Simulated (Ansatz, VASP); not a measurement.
# Cross-check of CaGeS3 between VASP and Ansatz, part 2 of 3

Aim: how closely do two programs agree when they are given the same cell, functional and k mesh? The cell is generated by rule, not measured, and may not be a known phase. The cell is taken from a series of runs on this material, whose earlier steps may have relaxed, scaled, displaced or heated it; both programs get it as it stands.

VASP 6.6.1 and Ansatz 0.2.0.

So far: Starting point; Ansatz: zone-centre phonons, PBEsol.

## 3. VASP: zone-centre phonons, PBEsol

Level of this step: PBEsol; plane waves and PAW (Ca_sv, Ge_d, S); invented cell (VASP).

The same cell, functional, mesh and smearing now go to VASP, with its own data sets.

Lines of VASP's logs that name or quote its potential files are left out, and so is its time.

INCAR

```
SYSTEM = CaGeS3
PREC = Accurate
ENCUT = 500
EDIFF = 1E-08
NELM = 120
ISMEAR = 1
SIGMA = 0.2
LREAL = .FALSE.
ALGO = Normal
GGA = PS
NBANDS = 27
LORBIT = 11
LWAVE = .FALSE.
LCHARG = .FALSE.
ISIF = 2
IBRION = 8
LASPH = .TRUE.
GGA_COMPAT = .FALSE.
KPAR = 2
```

POSCAR

```
CaGeS3
1.0
    4.7007771819      0.0000000000      0.0000000000
    0.0000000000      4.7007771819      0.0000000000
    0.0000000000      0.0000000000      4.7007771819
Ca Ge S
1 1 3
Direct
    0.0000000000      0.0000000000      0.0000000000
    0.5000000000      0.5000000000      0.5000000000
    0.5000000000      0.5000000000      0.0000000000
    0.5000000000      0.0000000000      0.5000000000
    0.0000000000      0.5000000000      0.5000000000
```

KPOINTS

```
Automatic mesh
0
Gamma
8 8 8
0 0 0
```

The projector-augmented-wave data sets are Ca_sv, Ge_d and S (PBE family, release 64).

Command:

```bash
$ mpirun -np 2 vasp_std
```

Log:

```text
[banner, memory and clock lines left out]
running    2 mpi-ranks, on    1 nodes
 distrk:  each k-point on    1 cores,    2 groups
 distr:  one band on    1 cores,    1 groups

 POSCAR found type information on POSCAR CaGeS
 POSCAR found :  3 types and       5 ions
|                                                                             |
|               ----> ADVICE to this user running VASP <----                  |
|                                                                             |
|     You enforced a specific xc type in the INCAR file but a different       |
|     [... a line on the potential file left out ...]
|     I HOPE YOU KNOW WHAT YOU ARE DOING!                                     |
|                                                                             |

 LDA part: xc-table for (Slater+PW92), standard interpolation
 POSCAR, INCAR and KPOINTS ok, starting setup
 FFT: planning ... GRIDC
 FFT: planning ... GRID_SOFT
 FFT: planning ... GRID
 WAVECAR not read
 entering main loop
       N       E                     dE             d eps       ncg     rms          rms(c)
DAV:   1     0.395304522618E+03    0.39530E+03   -0.19662E+04  2248   0.243E+03
DAV:   2     0.352535765884E+02   -0.36005E+03   -0.34953E+03  2037   0.669E+02
DAV:   3    -0.212293134560E+02   -0.56483E+02   -0.55293E+02  2425   0.156E+02
DAV:   4    -0.239472117927E+02   -0.27179E+01   -0.27078E+01  2408   0.394E+01
DAV:   5    -0.241161709130E+02   -0.16896E+00   -0.16880E+00  3470   0.801E+00    0.111E+01
DAV:   6    -0.235904327508E+02    0.52574E+00   -0.13790E+00  2535   0.106E+01    0.769E+00
DAV:   7    -0.235613360309E+02    0.29097E-01   -0.43072E-01  2756   0.365E+00    0.200E+00
DAV:   8    -0.235537738961E+02    0.75621E-02   -0.12586E-01  2614   0.324E+00    0.470E-01
DAV:   9    -0.235515355958E+02    0.22383E-02   -0.11709E-02  2708   0.109E+00    0.133E-01
DAV:  10    -0.235517003607E+02   -0.16476E-03   -0.93765E-04  3102   0.198E-01    0.805E-02
DAV:  11    -0.235517647544E+02   -0.64394E-04   -0.89969E-05  2681   0.709E-02    0.200E-02
DAV:  12    -0.235517571100E+02    0.76444E-05   -0.57841E-05  2716   0.473E-02    0.683E-03
DAV:  13    -0.235517571149E+02   -0.49213E-08   -0.48373E-06  2636   0.245E-02    0.405E-03
DAV:  14    -0.235517571051E+02    0.98198E-08   -0.24057E-07  2828   0.315E-03    0.139E-03
DAV:  15    -0.235517570618E+02    0.43283E-07   -0.34341E-08  2228   0.114E-03    0.267E-04
DAV:  16    -0.235517570527E+02    0.91859E-08   -0.47454E-09  1540   0.455E-04
   1 F= -.23551757E+02 E0= -.23547941E+02  d E =-.114470E-01
 Linear response reoptimize wavefunctions to high precision
DAV:   1    -0.235517570556E+02   -0.29386E-08   -0.10688E-09  1588   0.253E-04
DAV:   2    -0.235517570556E+02    0.28194E-10   -0.32936E-10  1396   0.117E-04
 Linear response DOF=           4
 Linear response progress:
  Degree of freedom:   1/  4
       N       E                     dE             d eps       ncg     rms          rms(c)
RMM:   1    -0.460672569468E+00   -0.46067E+00    0.55031E-01  4904   0.686E+00
RMM:   2    -0.421743062080E+00    0.38930E-01   -0.78544E-02  7532   0.135E+00    0.223E-01
RMM:   3    -0.422938256488E+00   -0.11952E-02   -0.28386E-02  8865   0.435E-01    0.162E-01
RMM:   4    -0.423480048808E+00   -0.54179E-03   -0.63606E-03  9460   0.196E-01    0.845E-02
RMM:   5    -0.423347509557E+00    0.13254E-03   -0.14872E-03  9656   0.110E-01    0.113E-02
RMM:   6    -0.423400100735E+00   -0.52591E-04   -0.63627E-04  9638   0.556E-02    0.134E-02
RMM:   7    -0.423395959240E+00    0.41415E-05   -0.19038E-04 10058   0.338E-02    0.789E-03
RMM:   8    -0.423355520915E+00    0.40438E-04   -0.90691E-05  9831   0.216E-02    0.484E-03
RMM:   9    -0.423367839652E+00   -0.12319E-04   -0.36384E-05  9784   0.148E-02    0.381E-03
RMM:  10    -0.423359361050E+00    0.84786E-05   -0.19016E-05 10069   0.964E-03    0.111E-03
RMM:  11    -0.423356929725E+00    0.24313E-05   -0.10255E-05 10474   0.718E-03    0.475E-04
RMM:  12    -0.423355234512E+00    0.16952E-05   -0.71851E-06 10589   0.533E-03    0.238E-04
RMM:  13    -0.423354105788E+00    0.11287E-05   -0.51478E-06 10601   0.437E-03    0.659E-05
RMM:  14    -0.423354375740E+00   -0.26995E-06   -0.42125E-06 10828   0.358E-03    0.747E-05
RMM:  15    -0.423354448071E+00   -0.72331E-07   -0.34628E-06 10673   0.313E-03    0.961E-05
RMM:  16    -0.423354671358E+00   -0.22329E-06   -0.28972E-06 10682   0.277E-03    0.226E-04
RMM:  17    -0.423354762852E+00   -0.91494E-07   -0.25029E-06 10627   0.251E-03    0.232E-04
RMM:  18    -0.423354820756E+00   -0.57904E-07   -0.21620E-06 10631   0.230E-03    0.245E-04
RMM:  19    -0.423354853474E+00   -0.32718E-07   -0.17683E-06 10630   0.214E-03    0.236E-04
 first order change of Fermi-energy  -0.27282E-04
 force on displaced ion       1 direction 1 :   0.643  -0.000   0.000
 Linear response progress:
  Degree of freedom:   2/  4
       N       E                     dE             d eps       ncg     rms          rms(c)
RMM:   1    -0.191729141491E+00   -0.19173E+00    0.72410E+00  4938   0.482E+01
RMM:   2    -0.198525153434E+00   -0.67960E-02   -0.17371E-02  7130   0.629E-01    0.198E-01
RMM:   3    -0.198573782620E+00   -0.48629E-04   -0.78592E-04  7962   0.157E-01    0.124E-01
RMM:   4    -0.198483219162E+00    0.90563E-04   -0.26141E-04  8709   0.689E-02    0.118E-02
RMM:   5    -0.198416479358E+00    0.66740E-04   -0.51756E-05  8515   0.300E-02    0.130E-02
RMM:   6    -0.198412990661E+00    0.34887E-05   -0.45724E-06  9073   0.101E-02    0.130E-03
RMM:   7    -0.198417091287E+00   -0.41006E-05   -0.11244E-06  9521   0.541E-03    0.959E-04
RMM:   8    -0.198413762348E+00    0.33289E-05   -0.97993E-07  9806   0.281E-03    0.409E-04
RMM:   9    -0.198411608496E+00    0.21539E-05   -0.96018E-07 10163   0.178E-03    0.140E-04
RMM:  10    -0.198412072048E+00   -0.46355E-06    0.13172E-07 10266   0.124E-03    0.489E-05
RMM:  11    -0.198411989894E+00    0.82154E-07   -0.37916E-07 10545   0.967E-04    0.285E-05
RMM:  12    -0.198411863753E+00    0.12614E-06    0.19770E-07 10574   0.828E-04    0.382E-05
RMM:  13    -0.198412022208E+00   -0.15845E-06    0.55736E-09 10764   0.736E-04    0.243E-05
RMM:  14    -0.198411990111E+00    0.32096E-07    0.99010E-08 10830   0.675E-04    0.249E-05
RMM:  15    -0.198411999906E+00   -0.97943E-08    0.21021E-07 10802   0.634E-04    0.282E-05
RMM:  16    -0.198411970290E+00    0.29615E-07    0.10292E-07 10812   0.606E-04    0.753E-06
RMM:  17    -0.198411988767E+00   -0.18477E-07    0.18583E-07 10985   0.581E-04    0.898E-06
RMM:  18    -0.198411987827E+00    0.94027E-09    0.17052E-07 10876   0.564E-04    0.889E-06
RMM:  19    -0.198411987133E+00    0.69353E-09    0.14071E-07 10882   0.550E-04    0.111E-05
RMM:  20    -0.198411985984E+00    0.11490E-08    0.18260E-07 10823   0.538E-04    0.116E-05
RMM:  21    -0.198411986992E+00   -0.10076E-08    0.15569E-07 10753   0.529E-04    0.127E-05
RMM:  22    -0.198411984491E+00    0.25009E-08    0.20140E-07 10756   0.521E-04    0.139E-05
RMM:  23    -0.198411984951E+00   -0.46025E-09    0.19523E-07 10736   0.515E-04    0.144E-05
RMM:  24    -0.198411979197E+00    0.57541E-08    0.27245E-07 10766   0.509E-04    0.149E-05
 first order change of Fermi-energy   0.12662E-03
 force on displaced ion       2 direction 1 :  -2.392   0.000  -0.000
 Linear response progress:
  Degree of freedom:   3/  4
       N       E                     dE             d eps       ncg     rms          rms(c)
RMM:   1    -0.117608116141E+00   -0.11761E+00   -0.40196E-02 13984   0.128E+00
RMM:   2    -0.112110804274E+00    0.54973E-02   -0.74580E-03 13387   0.332E-01    0.602E-02
RMM:   3    -0.112571044222E+00   -0.46024E-03   -0.45823E-04 13516   0.805E-02    0.365E-02
RMM:   4    -0.112947731864E+00   -0.37669E-03   -0.15040E-04 14033   0.381E-02    0.163E-02
RMM:   5    -0.112970989804E+00   -0.23258E-04   -0.26264E-05 15010   0.163E-02    0.772E-03
RMM:   6    -0.112982019000E+00   -0.11029E-04   -0.60968E-06 16198   0.665E-03    0.311E-03
RMM:   7    -0.112982262017E+00   -0.24302E-06   -0.15852E-06 15950   0.318E-03    0.923E-04
RMM:   8    -0.112984895531E+00   -0.26335E-05   -0.25146E-06 17195   0.180E-03    0.216E-04
RMM:   9    -0.112985161885E+00   -0.26635E-06    0.44224E-06 17601   0.119E-03    0.816E-05
RMM:  10    -0.112985266803E+00   -0.10492E-06   -0.27829E-06 17564   0.932E-04    0.915E-05
RMM:  11    -0.112985088912E+00    0.17789E-06    0.94712E-07 17875   0.802E-04    0.216E-05
RMM:  12    -0.112985041249E+00    0.47663E-07   -0.26476E-06 17979   0.734E-04    0.123E-05
RMM:  13    -0.112985043288E+00   -0.20386E-08    0.57859E-07 17947   0.699E-04    0.103E-05
RMM:  14    -0.112985060983E+00   -0.17695E-07   -0.10646E-06 17816   0.680E-04    0.716E-06
[...]
RMM:  28    -0.112985071091E+00   -0.48481E-07   -0.48284E-07 17103   0.658E-04    0.984E-07
RMM:  29    -0.112985025832E+00    0.45259E-07    0.46751E-07 17156   0.658E-04    0.181E-06
RMM:  30    -0.112985065774E+00   -0.39942E-07   -0.52551E-07 17207   0.659E-04    0.166E-06
RMM:  31    -0.112985033281E+00    0.32493E-07    0.99772E-09 17244   0.658E-04    0.135E-06
RMM:  32    -0.112985061763E+00   -0.28482E-07    0.27812E-07 17306   0.658E-04    0.164E-06
RMM:  33    -0.112985041170E+00    0.20593E-07    0.81159E-09 17351   0.658E-04    0.164E-06
RMM:  34    -0.112985057918E+00   -0.16749E-07   -0.56628E-07 17371   0.658E-04    0.169E-06
RMM:  35    -0.112985051506E+00    0.64129E-08   -0.13070E-07 17429   0.658E-04    0.173E-06
 first order change of Fermi-energy   0.26817E-03
 force on displaced ion       3 direction 1 :   0.632   0.000   0.000
 Linear response progress:
  Degree of freedom:   4/  4
       N       E                     dE             d eps       ncg     rms          rms(c)
RMM:   1    -0.118586326589E+00   -0.11859E+00    0.10143E-02  8286   0.148E+00
RMM:   2    -0.113160117090E+00    0.54262E-02   -0.85179E-03  7682   0.380E-01    0.246E-01
RMM:   3    -0.113724230695E+00   -0.56411E-03   -0.11527E-03  7519   0.136E-01    0.112E-01
RMM:   4    -0.114182168034E+00   -0.45794E-03   -0.34270E-04  7997   0.662E-02    0.278E-02
RMM:   5    -0.114168173954E+00    0.13994E-04   -0.60665E-05  8087   0.295E-02    0.113E-02
RMM:   6    -0.114191283803E+00   -0.23110E-04   -0.12346E-05  8566   0.105E-02    0.411E-03
RMM:   7    -0.114207316224E+00   -0.16032E-04   -0.32810E-06  9240   0.464E-03    0.111E-03
RMM:   8    -0.114205823593E+00    0.14926E-05    0.12559E-06  9687   0.215E-03    0.136E-03
RMM:   9    -0.114210192023E+00   -0.43684E-05    0.34149E-06  9908   0.139E-03    0.229E-04
RMM:  10    -0.114210466357E+00   -0.27433E-06    0.55509E-06 10013   0.982E-04    0.596E-05
RMM:  11    -0.114210185517E+00    0.28084E-06    0.26319E-06 10380   0.783E-04    0.407E-05
RMM:  12    -0.114210116975E+00    0.68542E-07   -0.11753E-06 10602   0.694E-04    0.158E-05
RMM:  13    -0.114210122369E+00   -0.53941E-08    0.15141E-06 10689   0.650E-04    0.117E-05
RMM:  14    -0.114210133082E+00   -0.10712E-07   -0.90806E-07 10571   0.628E-04    0.496E-06
RMM:  15    -0.114210136937E+00   -0.38552E-08   -0.12801E-07 10627   0.616E-04    0.227E-06
RMM:  16    -0.114210130486E+00    0.64507E-08   -0.29702E-07 10522   0.611E-04    0.231E-06
RMM:  17    -0.114210145513E+00   -0.15027E-07    0.57640E-07 10465   0.607E-04    0.141E-06
RMM:  18    -0.114210136184E+00    0.93295E-08    0.25849E-07 10424   0.606E-04    0.151E-06
RMM:  19    -0.114210139470E+00   -0.32860E-08    0.13311E-07 10345   0.604E-04    0.118E-06
RMM:  20    -0.114210136774E+00    0.26961E-08   -0.16507E-06 10300   0.604E-04    0.141E-06
 first order change of Fermi-energy  -0.41862E-03
 force on displaced ion       3 direction 3 :  -0.000   0.000  -9.593
 Linear response finished
```

(Continued in part 3 of 3.)

[Lines on the potential files, build, host, timing and source positions are cut from VASP's logs without a mark.]

[Logs are printed without paths, hosts, clocks, repeated set-up lines and the standing remarks that a program may print on its own settings, such as how far it seeks lower states.]

[Hosts, paths, dates, database ids (printed as entryN), source tags and the programs' standing remarks are cut or masked in the printed files.]
